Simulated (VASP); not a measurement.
Runs of VASP 6.6.1 on CuAu. Symmetry: P4/mmm, No. 123, tetragonal system. Conventional cell: a = 2.800 Å, b = 2.800 Å, c = 3.670 Å, α = 90.00°, β = 90.00°, γ = 90.00°. Cu (site symmetry 4/mmm) is surrounded by 8 Au at 2.70 Å and 4 Cu at 2.80 Å. Around Au (site symmetry 4/mmm) lie 8 Cu at 2.70 Å and 4 Au at 2.80 Å. 

```csv
task,cell,gap on the mesh (eV),pressure (GPa)
single point,volume scaled by 1.02,none,3.3
single point,volume scaled by 1.06,none,-2.1
electric field gradients,"volume scaled by 0.98, PAW files",none,10.4
single point,as given,none,(a)
```

Alike in all rows: level PBE; potentials or basis VASP PAW PBE potentials, release 64 (Cu, Au); no spin polarisation; k mesh 13 × 13 × 10; cutoff (eV) 520; smearing fermi-dirac 0.05 eV.

Task: Estimate the missing entries.

Result: (a) 6.6.

A k mesh can miss the band edges, and the runs leave out spin-orbit coupling on Au.

A gap of «none» marks a metal or a gap under the smearing width.
